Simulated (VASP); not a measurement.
Level of theory: PBE GGA, VASP's PBE PAW potentials (set 64) (plane waves; VASP).

The input files of a VASP run:

INCAR:
```
# general
SYSTEM  =  Si
PREC    =  Accurate
ENCUT   =  480   # plane-wave cut-off (eV)
LREAL   =  .FALSE.   # projection in real space or not
LASPH   =  .TRUE.

# electronic loop
EDIFF   =  1E-7
NELM    =  100
ALGO    =  Normal   # blocked Davidson

# smearing
ISMEAR  =  0   # Gaussian
SIGMA   =  0.05   # width (eV)

# functional
GGA     =  PE

# ions
ISIF    =  2   # forces and stress, cell fixed

# output
LWAVE   =  .FALSE.
LCHARG  =  .FALSE.
```

**POSCAR**
```
Si
1
    0.0000000000     2.7478781446     2.7478781446
    2.7478781446     0.0000000000     2.7478781446
    2.7478781446     2.7478781446     0.0000000000
Si
2
Direct
  0.0000000000   0.0000000000   0.0000000000
  0.2500000000   0.2500000000   0.2500000000
```

KPOINTS:
```
Automatic mesh
0
Gamma
8 8 8
0 0 0
```

POTCAR, in this order: Si (PBE.64 set). Program: vasp_std.

The resulting files:

File OSZICAR:
```
       N       E                     dE             d eps       ncg     rms          rms(c)
DAV:   1     0.625987725017E+01    0.62599E+01   -0.32278E+03   464   0.714E+02
DAV:   2    -0.107600820910E+02   -0.17020E+02   -0.16349E+02   704   0.795E+01
DAV:   3    -0.110032768523E+02   -0.24319E+00   -0.24319E+00   568   0.115E+01
DAV:   4    -0.110043254981E+02   -0.10486E-02   -0.10486E-02   744   0.894E-01
DAV:   5    -0.110043264029E+02   -0.90480E-06   -0.90507E-06   600   0.230E-02    0.466E+00
DAV:   6    -0.108939383922E+02    0.11039E+00   -0.71092E-02   544   0.139E+00    0.284E+00
DAV:   7    -0.108422896551E+02    0.51649E-01   -0.13904E-01   608   0.208E+00    0.163E-01
DAV:   8    -0.108434096685E+02   -0.11200E-02   -0.36183E-03   504   0.451E-01    0.717E-02
DAV:   9    -0.108436198402E+02   -0.21017E-03   -0.21866E-04   680   0.115E-01    0.565E-02
DAV:  10    -0.108436443544E+02   -0.24514E-04   -0.29785E-05   504   0.409E-02    0.967E-03
DAV:  11    -0.108436439785E+02    0.37586E-06   -0.55369E-07   800   0.517E-03    0.204E-03
DAV:  12    -0.108436443269E+02   -0.34835E-06   -0.59359E-07   488   0.612E-03    0.929E-04
DAV:  13    -0.108436443372E+02   -0.10297E-07   -0.21560E-09   400   0.416E-04
   1 F= -.10843644E+02 E0= -.10843644E+02  d E =-.515918E-13
```

**OUTCAR**
```
------------------------ aborting loop because EDIFF is reached ----------------------------------------
  FORCE on cell =-STRESS in cart. coord.  units (eV):
  Direction    XX          YY          ZZ          XY          YZ          ZX
  --------------------------------------------------------------------------------------
  Total       -0.3311264     -0.3311264     -0.3311264      0.0000000      0.0000000      0.0000000
  in kB      -12.7844497    -12.7844497    -12.7844497      0.0000000      0.0000000      0.0000000
  external PRESSURE =     -12.7844497 kB  Pullay stress =       0.0000000 kB
  volume of cell :       41.50
      direct lattice vectors                 reciprocal lattice vectors
     0.000000000  2.747878145  2.747878145    -0.181958578  0.181958578  0.181958578
     2.747878145  0.000000000  2.747878145     0.181958578 -0.181958578  0.181958578
     2.747878145  2.747878145  0.000000000     0.181958578  0.181958578 -0.181958578
 POSITION                                       TOTAL-FORCE (eV/Angst)
 -----------------------------------------------------------------------------------
      0.00000      0.00000      0.00000         0.000000     -0.000000     -0.000000
      1.37394      1.37394      1.37394        -0.000000      0.000000      0.000000
 -----------------------------------------------------------------------------------
    total drift:                                0.000000      0.000000     -0.000000
  FREE ENERGIE OF THE ION-ELECTRON SYSTEM (eV)
  ---------------------------------------------------
  free  energy   TOTEN  =       -10.8436443372 eV

  energy  without entropy=      -10.8436443372  energy(sigma->0) =      -10.84364434
```
(Selected blocks of OUTCAR.)

OUTCAR:
```
 val. band max:        5.4717225427   @ k =   0.0000   0.0000   0.0000

 cond. band min:       6.1449910428   @ k =   0.3750   0.3750   0.0000


 Fermi energy:         5.7056434572

 k-point     1 :       0.0000    0.0000    0.0000
  band No.  band energies     occupation
      1      -6.2440      2.00000
      2       5.4717      2.00000
      3       5.4717      2.00000
      4       5.4717      2.00000
      5       8.0215      0.00000
      6       8.0215      0.00000
      7       8.0215      0.00000
      8       8.4384      0.00000

 k-point     2 :       0.1250    0.0000    0.0000
  band No.  band energies     occupation
      1      -6.0461      2.00000
      2       3.8840      2.00000
      3       5.1935      2.00000
      4       5.1935      2.00000
      5       7.8676      0.00000
      6       8.4311      0.00000
      7       8.4311      0.00000
      8       9.8802      0.00000

 k-point     3 :       0.2500    0.0000    0.0000
  band No.  band energies     occupation
      1      -5.4694      2.00000
      2       1.6107      2.00000
      3       4.7360      2.00000
      4       4.7360      2.00000
      5       7.3791      0.00000
      6       8.9488      0.00000
      7       8.9488      0.00000
      8      12.1027      0.00000

 k-point     4 :       0.3750    0.0000    0.0000
  band No.  band energies     occupation
      1      -4.6083      2.00000
      2      -0.3490      2.00000
      3       4.4160      2.00000
      4       4.4160      2.00000
      5       7.0144      0.00000
      6       8.9243      0.00000
      7       8.9243      0.00000
      8      13.2736      0.00000

 k-point     5 :       0.5000    0.0000    0.0000
  band No.  band energies     occupation
      1      -4.0017      2.00000
      2      -1.3303      2.00000
      3       4.3062      2.00000
      4       4.3062      2.00000
      5       6.8863      0.00000
      6       8.8259      0.00000
      7       8.8259      0.00000
...
```

The compound is Si in the diamond structure. This cell was strained or had an atom moved on purpose.
